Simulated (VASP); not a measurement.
Given:

```xyz
2
Lattice="0.0000 2.8164 2.8164 2.8164 0.0000 2.8164 2.8164 2.8164 0.0000" Properties=species:S:1:pos:R:3 pbc="T T T"
Ag     2.8164     0.0000     2.8164
Cl     2.8164     2.8164     2.8164
```

Computed with PBE GGA with D3 dispersion (zero damping), VASP's PBE PAW potentials (set 64) (plane waves; VASP). Settings: 520 eV cut-off, 8×8×8 Γ-centred mesh, Gaussian smearing of 0.050 eV, potentials Ag Cl.

Task: Give the stress tensor in GPa (positive for a compressed cell).

Result: 
```
-2.51   0.00   0.00
 0.00  -2.51   0.00
 0.00   0.00  -2.51
```
The pressure is its mean diagonal, -2.51 GPa.

The compound is AgCl in the rock salt structure. This cell is one point of a volume scan, at 1.06 of the reference volume.
